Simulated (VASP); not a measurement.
Method: PBE GGA, VASP's PBE PAW potentials (set 64) (plane waves; VASP).

A VASP calculation is set up with these files.

### POSCAR
```
Nb
1
   -1.6361724114     1.6361724114     1.6361724114
    1.6361724114    -1.6361724114     1.6361724114
    1.6361724114     1.6361724114    -1.6361724114
Nb
1
Direct
  0.0000000000   0.0000000000   0.0000000000
```

**INCAR**
```
SYSTEM=Nb
PREC=Accurate; ENCUT=480; LREAL=.False.
LASPH=.True.
EDIFF=1E-7; NELM=100; ALGO=Normal
LMAXMIX=4
ISMEAR=1; SIGMA=0.1
GGA=PE
ISIF=2
LWAVE=.False.; LCHARG=.False.
```

**KPOINTS**
```
Automatic mesh
0
gamma
  14 14 14
0 0 0
```

POTCAR, in this order: Nb_sv (PBE.64 set). Program: vasp_std.

Output

File OUTCAR:
```
 ion  position               nearest neighbor table
   1  0.000  0.000  0.000-
  LATTYP: Found a body centered cubic cell.
 ALAT       =     3.2723448228
 Subroutine PRICEL returns:
 Original cell was already a primitive cell.
 Subroutine GETGRP returns: Found 48 space group operations
The static configuration has the point symmetry O_h .
The dynamic configuration has the point symmetry O_h .
 Subroutine INISYM returns: Found 48 space group operations
 Subroutine IBZKPT returns following result:
 Found    104 irreducible k-points:

 Following reciprocal coordinates:
            Coordinates               Weight
  0.000000  0.000000  0.000000      1.000000
  0.071429  0.000000  0.000000     12.000000
  0.142857  0.000000  0.000000     12.000000
  0.214286  0.000000  0.000000     12.000000
  0.285714  0.000000  0.000000     12.000000
  0.357143  0.000000  0.000000     12.000000
  0.428571  0.000000  0.000000     12.000000
  0.500000  0.000000  0.000000      6.000000
  0.071429  0.071429  0.000000     24.000000
  0.142857  0.071429 -0.000000     48.000000
...
```

File OSZICAR:
```
       N       E                     dE             d eps       ncg     rms          rms(c)
DAV:   1     0.108975570208E+03    0.10898E+03   -0.72823E+03  2096   0.123E+03
DAV:   2    -0.571526579345E+01   -0.11469E+03   -0.11194E+03  2262   0.429E+02
DAV:   3    -0.103221399085E+02   -0.46069E+01   -0.44102E+01  3036   0.733E+01
DAV:   4    -0.105885734550E+02   -0.26643E+00   -0.26395E+00  3018   0.156E+01
DAV:   5    -0.105971999766E+02   -0.86265E-02   -0.86230E-02  3054   0.228E+00    0.749E+00
DAV:   6    -0.102345442153E+02    0.36266E+00   -0.72107E-01  3198   0.114E+01    0.266E+00
DAV:   7    -0.101942544782E+02    0.40290E-01   -0.22407E-01  3248   0.627E+00    0.930E-01
DAV:   8    -0.101996919897E+02   -0.54375E-02   -0.12633E-02  2420   0.173E+00    0.477E-02
DAV:   9    -0.101997335941E+02   -0.41604E-04   -0.10984E-03  3534   0.336E-01    0.472E-02
DAV:  10    -0.101997507541E+02   -0.17160E-04   -0.28302E-05  2582   0.791E-02    0.196E-02
DAV:  11    -0.101997425700E+02    0.81841E-05   -0.71405E-06  2312   0.545E-02    0.360E-03
DAV:  12    -0.101997423638E+02    0.20622E-06   -0.20651E-07  2098   0.671E-03    0.177E-03
DAV:  13    -0.101997421450E+02    0.21873E-06   -0.50863E-08  1222   0.324E-03    0.474E-04
DAV:  14    -0.101997421378E+02    0.72976E-08   -0.14411E-08  1184   0.208E-03
   1 F= -.10199742E+02 E0= -.10199817E+02  d E =0.225890E-03
```

### OUTCAR
```
------------------------ aborting loop because EDIFF is reached ----------------------------------------
  FORCE on cell =-STRESS in cart. coord.  units (eV):
  Direction    XX          YY          ZZ          XY          YZ          ZX
  --------------------------------------------------------------------------------------
  Total        0.6331790      0.6331790      0.6331790     -0.0000000      0.0000000      0.0000000
  in kB       57.9015148     57.9015148     57.9015148     -0.0000000      0.0000000      0.0000000
  external PRESSURE =      57.9015148 kB  Pullay stress =       0.0000000 kB
  volume of cell :       17.52
      direct lattice vectors                 reciprocal lattice vectors
    -1.636172411  1.636172411  1.636172411     0.000000000  0.305591267  0.305591267
     1.636172411 -1.636172411  1.636172411     0.305591267  0.000000000  0.305591267
     1.636172411  1.636172411 -1.636172411     0.305591267  0.305591267  0.000000000
 POSITION                                       TOTAL-FORCE (eV/Angst)
 -----------------------------------------------------------------------------------
      0.00000      0.00000      0.00000        -0.000000      0.000000      0.000000
 -----------------------------------------------------------------------------------
    total drift:                                0.000000     -0.000000      0.000000
  FREE ENERGIE OF THE ION-ELECTRON SYSTEM (eV)
  ---------------------------------------------------
  free  energy   TOTEN  =       -10.1997421378 eV

  energy  without entropy=      -10.1999680280  energy(sigma->0) =      -10.19981743
```
(Selected blocks of OUTCAR.)

**OUTCAR**
```
 val. band max:       11.5866185144   @ k =   0.2857   0.0000   0.0000

 cond. band min:      11.5939840497   @ k =  -0.2857   0.4286   0.1429


 Fermi energy:        11.5911529853

 k-point     1 :       0.0000    0.0000    0.0000
  band No.  band energies     occupation
      1     -42.7641      2.00000
      2     -17.9998      2.00000
      3     -17.9998      2.00000
      4     -17.9998      2.00000
      5       5.5779      2.00000
      6      11.9277     -0.00002
      7      11.9277     -0.00002
      8      11.9277     -0.00002
      9      14.9300      0.00000
     10      14.9300      0.00000

 k-point     2 :       0.0714    0.0000    0.0000
  band No.  band energies     occupation
      1     -42.7508      2.00000
      2     -18.0791      2.00000
      3     -18.0237      2.00000
      4     -18.0005      2.00000
      5       5.7956      2.00000
      6      11.7930     -0.01504
      7      11.8944     -0.00016
      8      12.1370     -0.00000
      9      14.7247      0.00000
     10      14.9303      0.00000

 k-point     3 :       0.1429    0.0000    0.0000
  band No.  band energies     occupation
      1     -42.7135      2.00000
      2     -18.2973      2.00000
      3     -18.0901      2.00000
      4     -18.0025      2.00000
      5       6.3953      2.00000
      6      11.4394      2.05376
      7      11.7403     -0.05604
      8      12.7503     -0.00000
      9      14.3841      0.00000
     10      14.9482      0.00000

 k-point     4 :       0.2143    0.0000    0.0000
  band No.  band energies     occupation
      1     -42.6591      2.00000
      2     -18.6032      2.00000
      3     -18.1847      2.00000
      4     -18.0055      2.00000
      5       7.1918      2.00000
      6      10.9796      2.00000
      7      11.4957      2.03948
      8      13.7274      0.00000
      9      14.3137      0.00000
     10      15.0208      0.00000

 k-point     5 :       0.2857    0.0000    0.0000
...
```

The compound is Nb in the bcc structure. This cell was strained or had an atom moved on purpose.
